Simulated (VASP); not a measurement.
Crystal: CdTe.

```
Cd Te
1.0
     0.00000    3.20500    3.20500
     3.20500    0.00000    3.20500
     3.20500    3.20500    0.00000
Cd Te
1 1
Direct
  0.00000 0.00000 0.00000
  0.25000 0.25000 0.25000
```

| Property | Result |
| --- | --- |
| Program | VASP 6.6.1 |
| Task | relaxation of cell and atoms |
| Functional | HSE06 |
| Potentials or basis | VASP PAW PBE potentials, release 64 (Cd, Te) |
| Cutoff | 520 eV |
| k mesh | 4 × 4 × 4 |
| Occupations | gaussian, width 0.02 eV |
| Spin | no spin polarisation |

At the start: pressure 3.5 GPa; volume 32.92 Å³/atom.

**Question.** Where does the relaxation end?

**Answer.** Over 3 steps the energy falls by 26.5 meV/atom and the volume is 35.49 Å³/atom (+7.8 %); space group F-43m (No. 216, to 0.05 Å).

The path:
| step | energy change (eV) | largest force (eV/Å) | pressure (GPa) | volume (Å³) |
| --- | --- | --- | --- | --- |
| 1 | 0.0000 | 0.0000 | 3.51 | 65.84 |
| 2 | -0.0466 | 0.0000 | -1.02 | 72.96 |
| 3 | -0.0531 | 0.0000 | 0.00 | 70.99 |

Final structure:
```
Cd Te
1.0
     0.00000    3.28639    3.28639
     3.28639    0.00000    3.28639
     3.28639    3.28639    0.00000
Cd Te
1 1
Direct
  0.00000 0.00000 0.00000
  0.25000 0.25000 0.25000
```

Caveat: the k mesh is coarse (spacing up to 0.42 Å⁻¹), so the values aren't converged, least of all with exact exchange; the PAW data sets were made with another functional, which shifts forces and pressure a little.
